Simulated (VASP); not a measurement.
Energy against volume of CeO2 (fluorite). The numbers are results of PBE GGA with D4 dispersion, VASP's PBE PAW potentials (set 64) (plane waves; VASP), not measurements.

```tsv
V (Å³/atom)	E (eV/atom)
12.540	-8.96222
12.940	-8.98620
13.340	-8.99405
13.741	-8.98837
14.141	-8.97104
```

Question: Fit a third-order Birch-Murnaghan equation of state.

Answer: 
The volume per atom comes out as 13.36 Å³/atom and the bulk modulus is 180 GPa. The pressure derivative of the bulk modulus is 4.47 and the lattice constant a is 5.433 Å.

Measured: bulk modulus 220 GPa (computed value off by -18.1 %), as given by High Pressure Brillouin Spectroscopy and X-ray Diffraction of Cerium Dioxide, PMC8269805; a 5.391 Å at 0 K (computed value off by +0.8 %), as given by Stimac et al., (2024), arXiv:2411.06536 [extrapolated to 0 K]. The calculation is for a static lattice, while the measured bulk modulus holds thermal and zero-point effects, which are part of the difference.

The compound is CeO2 in the fluorite structure. It was relaxed first. The run is not spin-polarised, so no magnetic state was tried.
